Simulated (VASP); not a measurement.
Given:

```
Li2Se
1.0
    0.00000     2.97898     2.97898
    2.97898     0.00000     2.97898
    2.97898     2.97898     0.00000
Li Se
2 1
Direct
  0.25000   0.25000   0.25000
  0.75000   0.75000   0.75000
  0.00000   0.00000   0.00000
```

Computed with PBEsol GGA, VASP's PBE PAW potentials (set 64) (plane waves; VASP). Numerical set-up: 520 eV cut-off, Gaussian smearing of 0.050 eV, potentials Li_sv Se.

Q: Give the energies of bands 4 to 9 at the high-symmetry points, in eV from the valence-band maximum.

A: 
```json
[
 {"band": "4", "Γ": "0.00", "X": "-2.35", "U": "-2.18", "L": "-3.02", "W": "-1.97"},
 {"band": "5", "Γ": "0.00", "X": "-1.50", "U": "-2.13", "L": "-0.55", "W": "-1.97"},
 {"band": "6", "Γ": "0.00", "X": "-1.50", "U": "-1.22", "L": "-0.55", "W": "-1.85"},
 {"band": "7", "Γ": "3.34", "X": "2.81", "U": "3.99", "L": "5.13", "W": "5.05"},
 {"band": "8", "Γ": "5.58", "X": "6.20", "U": "7.28", "L": "5.90", "W": "6.35"},
 {"band": "9", "Γ": "5.58", "X": "10.37", "U": "8.46", "L": "5.90", "W": "8.09"}
]
```

The gap is indirect, 2.81 eV, from the valence maximum at Γ to the conduction minimum at X.

The compound is Li2Se in the antifluorite structure. It was relaxed first.
